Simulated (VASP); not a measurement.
**A VASP 6.6.1 relaxation on YSb**

INCAR

```
BMIX = 0.0001
ALGO = All
ISMEAR = -1
NELM = 96
PREC = Accurate
AMIX = 0.2
NBANDS = 15
EDIFF = 1E-7
LWAVE = .FALSE.
ENCUT = 600
ISIF = 3
EDIFFG = -5E-3
NSW = 40
GGA = CA
LASPH = .TRUE.
LCHARG = .FALSE.
LREAL = .FALSE.
IBRION = 2
SIGMA = 0.02
```

KPOINTS

```
KPOINTS created by Atomic Simulation Environment
0
Gamma
6 6 6
0 0 0
```

POSCAR

```
Y  Sb
 1.0000000000000000
     0.0000000000000000    3.4765685986785990    3.4765685986785990
     3.4765685986785990   -0.0000000000000000    3.4765685986785990
     3.4765685986785990    3.4765685986785990    0.0000000000000000
 Y   Sb
   1   1
Cartesian
 -0.0000000000000000  0.0000000000000000  0.0000000000000000
  1.7382842993392995  1.7382842993392995  1.7382842993392995
```

The recommended LDA PAW datasets give the neutral cell 16 valence electrons.

Command

```
mpirun -np 1 vasp_std
```

Q: How does this run end, and what does it give?

A: It converged. Results: relaxed cell vector lengths 4.807, 4.807, 4.807 Å; relaxed cell volume 78.56 Å³.

OSZICAR

```
N       E                     dE             d eps       ncg     rms           ort
DAV:   1     0.606977305844E+02    0.60698E+02   -0.81348E+03   240   0.108E+03
DAV:   2    -0.974862584315E+01   -0.70446E+02   -0.65468E+02   240   0.199E+02
DAV:   3    -0.139336229270E+02   -0.41850E+01   -0.41231E+01   240   0.363E+01
DAV:   4    -0.140870030040E+02   -0.15338E+00   -0.15302E+00   240   0.700E+00
DAV:   5    -0.140911629851E+02   -0.41600E-02   -0.41596E-02   240   0.105E+00
SDA:   6    -0.111272457726E+02    0.29639E+01   -0.41596E-02   240   0.567E+01   0.000E+00
CGA:   7    -0.125602589720E+02   -0.14330E+01   -0.14498E+01   240   0.977E+00  -0.224E+00
CGA:   8    -0.127544913768E+02   -0.19423E+00   -0.19425E+00   240   0.241E+00  -0.597E-02
CGA:   9    -0.128098626505E+02   -0.55371E-01   -0.55393E-01   240   0.788E-01  -0.578E-03
CGA:  10    -0.128267454000E+02   -0.16883E-01   -0.16883E-01   240   0.165E-01   0.118E-04
...
CGA:   5    -0.128771003500E+02   -0.18654E-02   -0.18654E-02   240   0.213E-02  -0.122E-05
CGA:   6    -0.128776187099E+02   -0.51836E-03   -0.51834E-03   240   0.706E-03  -0.151E-06
CGA:   7    -0.128777786064E+02   -0.15990E-03   -0.15989E-03   240   0.159E-03  -0.176E-07
CGA:   8    -0.128778196399E+02   -0.41033E-04   -0.41033E-04   240   0.402E-04  -0.358E-08
CGA:   9    -0.128778310616E+02   -0.11422E-04   -0.11422E-04   240   0.104E-04  -0.101E-08
CGA:  10    -0.128778340708E+02   -0.30092E-05   -0.30092E-05   240   0.253E-05  -0.196E-09
CGA:  11    -0.128778348752E+02   -0.80440E-06   -0.80440E-06   240   0.597E-06   0.410E-10
CGA:  12    -0.128778350636E+02   -0.18836E-06   -0.18835E-06   240   0.138E-06   0.164E-10
CGA:  13    -0.128778351075E+02   -0.43951E-07   -0.43952E-07   240   0.319E-07   0.251E-10
   3 F= -.12877835E+02 E0= -.12877835E+02  d E =-.453733E-01
```

| ionic step | ΔE (meV/atom) | volume (Å³) | largest force (eV/Å) | pressure (GPa) | electronic steps |
| --- | --- | --- | --- | --- | --- |
| 1 | 0.0 | 84.04 | 0.000 | -2.51 | 20 |
| 2 | -18.1 | 76.28 | 0.000 | 1.33 | 15 |
| 3 | -22.7 | 78.56 | 0.000 | 0.00 | 13 |

For comparison, a separate LDA relaxation on usual settings, not on those above, ends at 78.56 Å³.
